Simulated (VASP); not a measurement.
Fe:

```
Fe
1.0
    -1.44300    1.44300    1.44300
     1.44300   -1.44300    1.44300
     1.44300    1.44300   -1.44300
Fe
1
Direct
  0.00000 0.00000 0.00000
```

```yaml
Program: VASP 6.6.1
Task: relaxation of cell and atoms
Functional: PBE
Potentials_or_basis: VASP PAW PBE potentials, release 64 (Fe)
Cutoff: 520 eV
k_mesh: 4 × 4 × 4
Occupations: gaussian, width 0.1 eV
Spin: collinear spin, ferromagnetic start
Starting_moments: "[2.5] μB"
```

At the start: pressure -13.8 GPa; volume 12.02 Å³/atom.

Q: Where does the relaxation end?

A: Over 12 steps the energy falls by 39.9 meV/atom and the volume is 11.15 Å³/atom (-7.2 %); space group Im-3m (No. 229, to 0.05 Å); moment 2.00 μB per cell.

Step by step:
| step | energy change (eV) | largest force (eV/Å) | pressure (GPa) | volume (Å³) |
| --- | --- | --- | --- | --- |
| 1 | 0.0000 | 0.0000 | -13.84 | 12.02 |
| 2 | 0.0057 | 0.0000 | 17.30 | 10.30 |
| 3 | -0.0398 | 0.0000 | -0.31 | 11.17 |
| 4 | -0.0399 | 0.0000 | 0.05 | 11.15 |
| 5 | -0.0399 | 0.0000 | -0.03 | 11.16 |
| 6 | -0.0399 | 0.0000 | 0.05 | 11.15 |
| 7 | -0.0399 | 0.0000 | -0.05 | 11.15 |
| 8 | -0.0399 | 0.0000 | 0.03 | 11.15 |
| 9 | -0.0399 | 0.0000 | -0.10 | 11.15 |
| 10 | -0.0399 | 0.0000 | 0.06 | 11.15 |
| 11 | -0.0399 | 0.0000 | -0.05 | 11.15 |
| 12 | -0.0399 | 0.0000 | 0.02 | 11.15 |

Final structure:
```
Fe
1.0
    -1.40737    1.40737    1.40737
     1.40737   -1.40737    1.40737
     1.40737    1.40737   -1.40737
Fe
1
Direct
  0.00000 0.00000 0.00000
```

Caveat: the k mesh is coarse (spacing up to 0.77 Å⁻¹), so the values aren't converged.
